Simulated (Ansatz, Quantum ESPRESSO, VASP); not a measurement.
# Code comparison for SrZn5 (P6/mmm, 6 atoms in the cell)

Self-consistent single point.

```
SrZn5
1.0
    5.48629     0.00000     0.00000
   -2.74315     4.75127     0.00000
    0.00000     0.00000     4.19856
Sr Zn
1 5
Cartesian
  0.00000   0.00000   0.00000
  2.74315   1.58375   0.00000
  0.00000   3.16751   0.00000
  2.74315   0.00000   2.09928
  1.37157   2.37563   2.09928
 -1.37157   2.37563   2.09928
```

Shared settings, as Ansatz (a program for electronic structure) writes them: kpoints.mp_grid.grid = 3 3 4; scf.occupations.method = fermi_dirac; scf.occupations.width = 0.1 eV. Potentials and cutoffs stand in the table.

```csv
code,model,pressure (GPa),cutoff
Quantum ESPRESSO,"PBEsol, GBRV 1.5 ultrasoft (PBESOL) pseudopotentials",-2.03,50 Ry
Ansatz,"PBEsol, PAW files made with PBE",-1.64,default
VASP,"PBEsol, VASP's PBE PAW potentials (set 64)",-1.36,300 eV
```

The spread over the programs that give each value: pressure within 0.67 GPa.

Ansatz's pressure is given at a fixed set of plane waves, as the other plane-wave codes print theirs; with its correction for the finite basis it is -1.57 GPa.

On the base mesh (5 5 5) the same programs gave: Quantum ESPRESSO pressure -1.77 GPa; Ansatz pressure -1.42 GPa; VASP pressure -1.12 GPa.

VASP's run is marked for a possible Pulay error in its stress at this cutoff; no cutoff test was made.

The starting cell comes from a database of computed structures (which also holds hypothetical and non-ambient phases and stackings), without a prior relaxation at this level.

Left out of this page: CP2K (on another mesh); FLEUR (with a known weakness of the program); SIESTA (not drawn, or without a comparable value).

Keys are those of Ansatz 0.2.
